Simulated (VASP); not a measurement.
OSZICAR of a VASP run on Al₄PSb₃ (ordered alloy cell):

**OSZICAR**
```
       N       E                     dE             d eps       ncg     rms          rms(c)
DAV:   1     0.946551491172E+02    0.94655E+02   -0.91101E+03   924   0.943E+02
DAV:   2    -0.292517343266E+02   -0.12391E+03   -0.11788E+03  1226   0.159E+02
DAV:   3    -0.376822032933E+02   -0.84305E+01   -0.82642E+01  1174   0.438E+01
DAV:   4    -0.378543687020E+02   -0.17217E+00   -0.17176E+00  1114   0.735E+00
DAV:   5    -0.378591789787E+02   -0.48103E-02   -0.48084E-02  1201   0.128E+00    0.717E+00
DAV:   6    -0.372322910108E+02    0.62689E+00   -0.92103E-01  1084   0.375E+00    0.445E+00
DAV:   7    -0.370816803656E+02    0.15061E+00   -0.65027E-01  1097   0.330E+00    0.117E+00
DAV:   8    -0.370729102196E+02    0.87701E-02   -0.58501E-02  1092   0.124E+00    0.397E-01
DAV:   9    -0.370741789310E+02   -0.12687E-02   -0.10703E-02  1059   0.544E-01    0.183E-01
DAV:  10    -0.370741087773E+02    0.70154E-04   -0.65378E-04  1142   0.131E-01    0.110E-01
DAV:  11    -0.370742591178E+02   -0.15034E-03   -0.37506E-04  1115   0.936E-02    0.436E-02
DAV:  12    -0.370742394978E+02    0.19620E-04   -0.52065E-05  1099   0.402E-02    0.209E-02
DAV:  13    -0.370742459833E+02   -0.64855E-05   -0.33888E-05  1192   0.257E-02    0.117E-02
DAV:  14    -0.370742471779E+02   -0.11946E-05   -0.53257E-06  1034   0.115E-02    0.319E-03
DAV:  15    -0.370742475816E+02   -0.40370E-06   -0.81218E-07   642   0.505E-03
   1 F= -.37074248E+02 E0= -.37074247E+02  d E =-.370742E+02
       N       E                     dE             d eps       ncg     rms          rms(c)
DAV:   1    -0.370745551898E+02   -0.30801E-03   -0.44375E-03  1059   0.321E-01    0.504E-02
DAV:   2    -0.370744601172E+02    0.95073E-04   -0.23693E-04  1084   0.769E-02    0.301E-02
DAV:   3    -0.370744285261E+02    0.31591E-04   -0.11341E-04  1077   0.435E-02    0.880E-03
DAV:   4    -0.370744278142E+02    0.71188E-06   -0.56509E-06  1064   0.124E-02
   2 F= -.37074428E+02 E0= -.37074427E+02  d E =-.180233E-03
```

Problem. Which electronic solver shows in the log?

Solution. It is blocked Davidson (ALGO = Normal, or the opening steps of other solvers). The INCAR had ALGO = Normal.

Problem. Can the final energy be trusted as converged?

Solution. The calculation finished and met its thresholds. It stopped with EDIFF = 1E-6, NELM = 100, NSW = 60 and EDIFFG = -0.02 after 2 ionic steps (PBEsol GGA, plane waves, VASP's PBE PAW potentials (set 64)).

The structure was generated: Al4PSb3 was put into an ordered model structure (R3m), which need not be its known phase. This run relaxes it. Symmetry was kept, so distortions that lower it aren't found. The start is the result of an earlier pass.
